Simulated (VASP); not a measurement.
Data:

```
PtP
1.0
    0.00000     2.62440     2.62440
    2.62440     0.00000     2.62440
    2.62440     2.62440     0.00000
Pt P
1 1
Direct
  0.00000   0.00000   0.00000
  0.50000   0.50000   0.50000
```

Method: PBEsol GGA, VASP's PBE PAW potentials (set 64) (plane waves; VASP). Settings: 400 eV cut-off, 11×11×11 Γ-centred mesh, first-order Methfessel-Paxton smearing of 0.10 eV, potentials Pt P.

Energy and stress use the plane-wave basis of the starting cell.

Problem. The ions, cell shape and volume are relaxed. Which structure does the run end with?

Solution. 
```
PtP
1.0
    0.00000     2.48058     2.48058
    2.48058     0.00000     2.48058
    2.48058     2.48058     0.00000
Pt P
1 1
Direct
  0.00000   0.00000   0.00000
  0.50000   0.50000   0.50000
```
Space group Fm-3m (225), at a tolerance of 0.03 Å.

Problem. How do energy and volume change from the first to the last step?

Solution. The energy (σ→0) changes by -226.9 meV/atom and the volume by -15.6 %, in 7 ionic steps.

The structure was generated: PtP was put into the rock salt type (Fm-3m), which need not be its known phase. This run relaxes it. Symmetry was kept, so distortions that lower it aren't found. The electron count is odd and the run is not spin-polarised, which forces a metal.
